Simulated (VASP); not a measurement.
OSZICAR of a VASP run on CoGa (CsCl type):

OSZICAR:
```
       N       E                     dE             d eps       ncg     rms          rms(c)
DAV:   1     0.829884890043E+02    0.82988E+02   -0.11098E+04  3864   0.273E+03
DAV:   2    -0.232605958272E+02   -0.10625E+03   -0.10421E+03  3691   0.361E+02
DAV:   3    -0.280797973577E+02   -0.48192E+01   -0.48048E+01  4279   0.829E+01
DAV:   4    -0.281566036860E+02   -0.76806E-01   -0.76767E-01  5004   0.958E+00
DAV:   5    -0.281587366648E+02   -0.21330E-02   -0.21323E-02  4539   0.133E+00    0.115E+01
DAV:   6    -0.275876649284E+02    0.57107E+00   -0.37696E+01  3943   0.882E+01    0.147E+01
DAV:   7    -0.244423921955E+02    0.31453E+01   -0.13058E+01  3719   0.560E+01    0.128E+00
DAV:   8    -0.245347001522E+02   -0.92308E-01   -0.61926E-01  4802   0.912E+00    0.189E+00
DAV:   9    -0.244947245960E+02    0.39976E-01   -0.28088E-01  3945   0.796E+00    0.451E-01
DAV:  10    -0.244955372882E+02   -0.81269E-03   -0.81571E-03  3950   0.110E+00    0.392E-01
DAV:  11    -0.244940258338E+02    0.15115E-02   -0.69217E-03  4818   0.105E+00    0.789E-02
DAV:  12    -0.244951816958E+02   -0.11559E-02   -0.10574E-03  3735   0.392E-01    0.285E-02
DAV:  13    -0.244951996230E+02   -0.17927E-04   -0.67604E-05  4098   0.866E-02    0.155E-02
DAV:  14    -0.244952079012E+02   -0.82783E-05   -0.41180E-05  4328   0.881E-02    0.694E-03
DAV:  15    -0.244952101175E+02   -0.22163E-05   -0.42716E-06  4210   0.327E-02    0.283E-03
DAV:  16    -0.244952104058E+02   -0.28824E-06   -0.33207E-07  4450   0.762E-03    0.155E-03
DAV:  17    -0.244952099878E+02    0.41794E-06   -0.79854E-08  2080   0.407E-03    0.663E-04
DAV:  18    -0.244952098785E+02    0.10927E-06   -0.37513E-08  1968   0.232E-03    0.859E-05
DAV:  19    -0.244952098402E+02    0.38311E-07   -0.79499E-09  1933   0.823E-04
   1 F= -.24495210E+02 E0= -.24495210E+02  d E =0.000000E+00
       N       E                     dE             ncg
```

Problem. Which electronic solver shows in the log?

Solution. It is blocked Davidson (ALGO = Normal, or the opening steps of other solvers). The INCAR had ALGO = Normal.

Problem. How was spin treated?

Solution. Without spin polarisation: there is no mag entry.

Problem. Can the final energy be trusted as converged?

Solution. The run converged. It stopped with EDIFF = 1E-7, NELM = 100 (r2SCAN+rVV10, plane waves, VASP's PBE PAW potentials (set 64)).

The compound is CoGa in the CsCl type structure. It was relaxed first. The run is not spin-polarised, so no magnetic state was tried.
